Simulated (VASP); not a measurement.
VASP ran on this input.

INCAR:
```
ALGO = Normal
EDIFF = 1E-6
EDIFFG = -0.01
ENCUT = 520
GGA = PE
IBRION = 2
ISIF = 3
ISMEAR = 1
IVDW = 12
LASPH = .TRUE.
LCHARG = .FALSE.
LMAXMIX = 4
LREAL = .FALSE.
LWAVE = .FALSE.
NELM = 100
NSW = 60
PREC = Accurate
SIGMA = 0.1
SYSTEM = RuAl
```

File POSCAR:
```
RuAl
1
    2.9900000000     0.0000000000     0.0000000000
    0.0000000000     2.9900000000     0.0000000000
    0.0000000000     0.0000000000     2.9900000000
Al Ru
1 1
Direct
  0.5000000000   0.5000000000   0.5000000000
  0.0000000000   0.0000000000   0.0000000000
```

### KPOINTS
```
Automatic mesh
0
Gamma
11 11 11
0 0 0
```

POTCAR, in this order: Al Ru_pv (PBE.64 set). Program: vasp_std.

Translate this PBE-D3(BJ) calculation to Quantum ESPRESSO's pw.x.

One equivalent input (not run):
```
&CONTROL
  calculation = 'vc-relax'
  pseudo_dir = './pseudo'
  outdir = './out'
  tprnfor = .true.
  tstress = .true.
  nstep = 60
  forc_conv_thr = 0.00039
/
&SYSTEM
  ibrav = 0
  nat = 2
  ntyp = 2
  ecutwfc = 84
  occupations = 'smearing'
  smearing = 'methfessel-paxton'
  degauss = 0.00735
  input_dft = 'pbe'
  vdw_corr = 'grimme-d3'
  dftd3_version = 4
  dftd3_threebody = .false.
/
&ELECTRONS
  conv_thr = 7.3e-08
  electron_maxstep = 100
/
&IONS
/
&CELL
/
ATOMIC_SPECIES
  Al 26.982 Al.upf
  Ru 101.070 Ru.upf
CELL_PARAMETERS angstrom
     2.9900000    0.0000000    0.0000000
     0.0000000    2.9900000    0.0000000
     0.0000000    0.0000000    2.9900000
ATOMIC_POSITIONS crystal
  Al   0.5000000  0.5000000  0.5000000
  Ru   0.0000000  0.0000000  0.0000000
K_POINTS automatic
  11 11 11 0 0 0
```
Limits of the translation: the potentials are each code's own (VASP's PAW set, PseudoDojo norm-conserving files in pw.x), so ENCUT and ecutwfc are chosen apart and not converted; conv_thr bounds pw.x's estimated SCF error, while EDIFF bounds the energy change between steps; forc_conv_thr acts on force components and is met together with etot_conv_thr.

The compound is RuAl in the CsCl type structure. This run relaxes it. Symmetry was kept, so distortions that lower it aren't found.
